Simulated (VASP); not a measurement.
# Quasiparticle energies of BP in VASP, part 5 of 8

How does the gap of BP change from the starting functional to GW? The cell is of the zinc-blende type, one of the forms listed for this formula. The start is a cell from a database of measured crystal structures.

VASP 6.6.1, plane waves and PAW; the level of theory is named at each step.

So far, quasiparticle gap on the mesh (eV): step 3 (evGW0) 2.14. Also gap on the k-mesh (eV): step 2 (empty bands, functional PBE) 1.33.

## Step 4: evGW (continued)

Level of this step: evGW on PBE; plane waves and PAW (P_GW, B_GW) (VASP).

OUTCAR, selected parts (step 4):

```text
The static configuration has the point symmetry T_d .

 Found     16 irreducible k-points:

   NELECT =       8.0000    total number of electrons

 E-fermi :   7.8053

 QP shifts <psi_nk| G(iteration)W_0 |psi_nk>: iteration 2
 k-point   1 :       0.0000    0.0000    0.0000
  band No. old QP-enery  QP-energies   sigma(KS)   T+V_ion+V_H  V^pw_x(r,r')   Z            occupation Imag(sigma)
      1      -9.1402      -9.5337     -13.4291       3.7349     -20.4831       0.7103       2.0000       1.1656
      2       6.5178       6.3904     -14.0846      20.4437     -14.9313       0.8028       2.0000       0.0260
      3       6.5178       6.3904     -14.0846      20.4437     -14.9313       0.8028       2.0000       0.0260
      4       6.5178       6.3904     -14.0846      20.4437     -14.9313       0.8028       2.0000       0.0260
      5      10.8462      10.9252     -11.6733      22.6184      -7.1361       0.7985       0.0000      -0.0584
      6      10.8462      10.9252     -11.6733      22.6184      -7.1361       0.7985       0.0000      -0.0584
      7      10.8462      10.9252     -11.6733      22.6184      -7.1361       0.7985       0.0000      -0.0584
      8      14.7861      14.9265     -12.3072      27.2767      -6.2284       0.7654       0.0000      -0.1148
    ...

 k-point   2 :       0.1667    0.0000    0.0000
  band No. old QP-enery  QP-energies   sigma(KS)   T+V_ion+V_H  V^pw_x(r,r')   Z            occupation Imag(sigma)
      1      -8.6510      -9.0230     -13.4432       4.2743     -20.3329       0.7183       2.0000       1.1004
      2       3.5734       3.3861     -13.6588      16.9935     -15.4304       0.7847       2.0000       0.0391
      3       5.8382       5.7002     -13.9280      19.5936     -14.9503       0.7994       2.0000       0.0267
      4       5.8382       5.7002     -13.9280      19.5936     -14.9503       0.7994       2.0000       0.0267
      5      11.4133      11.4962     -11.8107      23.3281      -7.0756       0.7960       0.0000      -0.0622
      6      11.7709      11.8649     -11.7872      23.6767      -6.9716       0.7923       0.0000      -0.0643
      7      11.7709      11.8649     -11.7872      23.6767      -6.9716       0.7923       0.0000      -0.0643
      8      16.0802      16.2377     -12.1326      28.4208      -5.7626       0.7573       0.0000      -0.1515
    ...

 k-point   3 :       0.3333    0.0000    0.0000
  band No. old QP-enery  QP-energies   sigma(KS)   T+V_ion+V_H  V^pw_x(r,r')   Z            occupation Imag(sigma)
      1      -7.2194      -7.5605     -13.5398       5.8500     -19.9345       0.7251       2.0000       0.8867
      2      -0.3960      -0.6900     -13.4021      12.6119     -16.8612       0.7456       2.0000       0.1287
      3       4.9855       4.8268     -13.9268      18.7122     -15.3022       0.7932       2.0000       0.0306
      4       4.9855       4.8268     -13.9268      18.7122     -15.3022       0.7932       2.0000       0.0306
      5      11.2437      11.3250     -11.7899      23.1357      -6.9528       0.7963       0.0000      -0.0652
      6      12.3300      12.4336     -11.3883      23.8489      -6.3576       0.7931       0.0000      -0.0710
      7      12.3300      12.4336     -11.3883      23.8489      -6.3576       0.7931       0.0000      -0.0710
      8      17.4367      17.5963     -10.6792      28.3256      -4.0784       0.7612       0.0000      -0.2127
    ...

 QP shifts <psi_nk| G(iteration)W_0 |psi_nk>: iteration 3
 k-point   1 :       0.0000    0.0000    0.0000
  band No. old QP-enery  QP-energies   sigma(KS)   T+V_ion+V_H  V^pw_x(r,r')   Z            occupation Imag(sigma)
      1      -9.5337      -9.6780     -13.4710       3.7349     -20.4831       0.7127       2.0000       1.1344
      2       6.3904       6.3623     -14.0881      20.4437     -14.9313       0.8072       2.0000       0.0249
      3       6.3904       6.3623     -14.0881      20.4437     -14.9313       0.8072       2.0000       0.0249
      4       6.3904       6.3623     -14.0881      20.4437     -14.9313       0.8072       2.0000       0.0249
      5      10.9252      10.9522     -11.6596      22.6184      -7.1361       0.8025       0.0000      -0.0568
      6      10.9252      10.9522     -11.6596      22.6184      -7.1361       0.8025       0.0000      -0.0568
      7      10.9252      10.9522     -11.6596      22.6184      -7.1361       0.8025       0.0000      -0.0568
      8      14.9265      14.9794     -12.2816      27.2767      -6.2284       0.7704       0.0000      -0.1098
    ...

 QP shifts <psi_nk| G(iteration)W_0 |psi_nk>: iteration 4
 k-point   1 :       0.0000    0.0000    0.0000
  band No. old QP-enery  QP-energies   sigma(KS)   T+V_ion+V_H  V^pw_x(r,r')   Z            occupation Imag(sigma)
      1      -9.6780      -9.7269     -13.4814       3.7349     -20.4831       0.7150       2.0000       1.1295
      2       6.3623       6.3560     -14.0893      20.4437     -14.9313       0.8086       2.0000       0.0246
      3       6.3623       6.3560     -14.0893      20.4437     -14.9313       0.8086       2.0000       0.0246
      4       6.3623       6.3560     -14.0893      20.4437     -14.9313       0.8086       2.0000       0.0246
      5      10.9522      10.9613     -11.6549      22.6184      -7.1361       0.8037       0.0000      -0.0562
      6      10.9522      10.9613     -11.6549      22.6184      -7.1361       0.8037       0.0000      -0.0562
      7      10.9522      10.9613     -11.6549      22.6184      -7.1361       0.8037       0.0000      -0.0562
      8      14.9794      14.9971     -12.2744      27.2767      -6.2284       0.7715       0.0000      -0.1087
    ...

[... 16 parts as in an earlier step ...]

[... 19 further parts left out ...]
```

Numbers from this step:

| Quantity | Value |
| --- | --- |
| quasiparticle gap on the mesh | 2.262 eV |
| smallest direct quasiparticle gap on the mesh | 4.605 eV |

QP gap by iteration, by row:

| iteration | gap (eV) | direct gap (eV) |
| --- | --- | --- |
| 1 | 2.032 | 4.328 |
| 2 | 2.203 | 4.535 |
| 3 | 2.249 | 4.59 |
| 4 | 2.262 | 4.605 |

GW takes the gap from 1.332 to 2.262 eV. That is +124 meV against evGW0 on PBE. The last pass still moved it by +13 meV. The value holds for 152 bands, ENCUTGW = 200 eV and this mesh, and isn't shown to be converged in them.

(Continued in part 6 of 8.)

[Lines on the potential files, build, host, timing and source positions are cut from VASP's logs without a mark.]

[Logs are printed without paths, hosts, clocks, repeated set-up lines and the standing remarks that a program may print on its own settings, such as how far it seeks lower states.]

[Hosts, paths, dates, database ids (printed as entryN), source tags and the programs' standing remarks are cut or masked in the printed files.]

[Pressures printed for these runs are not shown converged in the cutoff: they can be off by several GPa and have the wrong sign.]
